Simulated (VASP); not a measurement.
Given:

```cif
data_O3SrV
_chemical_formula_sum 'Sr1 V1 O3'
_space_group_name_H-M_alt 'P 1'
_space_group_IT_number 1
_cell_length_a 3.83518
_cell_length_b 3.83518
_cell_length_c 3.83518
_cell_angle_alpha 90.000
_cell_angle_beta 90.000
_cell_angle_gamma 90.000
loop_
_space_group_symop_operation_xyz
  'x, y, z'
loop_
_atom_site_label
_atom_site_type_symbol
_atom_site_fract_x
_atom_site_fract_y
_atom_site_fract_z
_atom_site_occupancy
Sr1 Sr 0.00000 0.00000 0.00000 1
V1 V 0.50000 0.50000 0.50000 1
O1 O 0.50000 0.00000 0.50000 1
O2 O 0.00000 0.50000 0.50000 1
O3 O 0.50000 0.50000 0.00000 1
```

These are r2SCAN meta-GGA, VASP's PBE PAW potentials (set 64) (plane waves; VASP 6.6.1) values and carry that method's errors. Numerical set-up: 520 eV cut-off, 8×8×8 Γ-centred mesh, first-order Methfessel-Paxton smearing of 0.10 eV, potentials Sr_sv V_sv O.

**Question.** Give the energy at these volumes per atom, relative to the lowest: 10.59, 10.93, 11.27, 11.60, 11.94 Å³.

**Answer.** 29.9, 7.3, 0.0, 5.4, 21.7 meV/atom. A third-order Birch-Murnaghan fit gives B0 = 201 GPa and B0′ = 4.6.

Measured: a 3.842 Å (computed value off by -0.2 %), as given by Samuel D. Marks et al., Physical Review Materials (2021), arXiv:2103.05797. The calculation is for a static lattice, while the measured a holds thermal and zero-point effects, which are part of the difference.

The compound is SrVO3 in the cubic perovskite structure. It was relaxed first. The run is not spin-polarised, so no magnetic state was tried.
